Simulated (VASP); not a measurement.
Consider the following.

```yaml
crystal:
  lattice:
    - [5.02532, 0.00000, 0.00000]
    - [-2.51266, 4.35205, 0.00000]
    - [0.00000, 0.00000, 6.21888]
  atoms:
    - { symbol: In, position: [0.33333, 0.66667, 0.25000] }
    - { symbol: In, position: [0.66667, 0.33333, 0.75000] }
    - { symbol: Sb, position: [0.33333, 0.66667, 0.75000] }
    - { symbol: Sb, position: [0.66667, 0.33333, 0.25000] }
```

Computed with r2SCAN meta-GGA, VASP's PBE PAW potentials (set 64) (plane waves; VASP 6.6.1). Numerical set-up: 400 eV cut-off, 8×8×6 Γ-centred mesh, tetrahedra with Blöchl corrections, potentials In_d Sb.

The cores are frozen, which limits the accuracy of field gradients.

Task: Give the principal components of the electric field gradient (V/Å²) and the asymmetry η at each nucleus.

Result: 
```
atom    Vxx    Vyy    Vzz     η
----  -----  -----  -----  ----
In1   -17.9  -17.9   35.8  0.00
In2   -17.9  -17.9   35.8  0.00
Sb3     6.3    6.3  -12.6  0.00
Sb4     6.3    6.3  -12.6  0.00
```

The structure was generated: InSb was put into the h-BN type (P6_3/mmc), which need not be its known phase. It was relaxed first, which changed the volume by -39 %.
